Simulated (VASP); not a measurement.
Crystal: InSb.

```xyz
2
Lattice="0.0000 3.2391 3.2391 3.2391 0.0000 3.2391 3.2391 3.2391 0.0000" Properties=species:S:1:pos:R:3 pbc="T T T"
In    0.0000    0.0000    0.0000
Sb    1.6196    1.6196    1.6196
```

Program: VASP 6.6.1. Alike in all runs: task single point; potentials or basis VASP PAW PBE potentials, release 64 (In_d, Sb); no spin polarisation; cell as given; smearing fermi-dirac 0.05 eV.

Order these runs on this cell by their band gap on the k mesh, lowest first.
A. level r2SCAN; k mesh 8 × 8 × 8; cutoff (eV) 520; further INCAR settings ALGO = Normal; EDIFF = 1e-06
B. level PBEsol; k mesh 8 × 8 × 8; cutoff (eV) 250; further INCAR settings ALGO = Fast; EDIFF = 1e-06
C. level HSE06; k mesh 5 × 5 × 5; cutoff (eV) 520; further INCAR settings ALGO = Normal; EDIFF = 1e-06; grid for exact exchange (PRECFOCK) Normal; screening parameter 0.2 1/A

B (metal), A (0.24 eV), C (0.55 eV).

Caveats: spin-orbit coupling is left out, which moves the levels of the heavy elements (some runs); this crystal is a semiconductor, whose small gap the functional closes, so the metal is an error of the method (some runs).

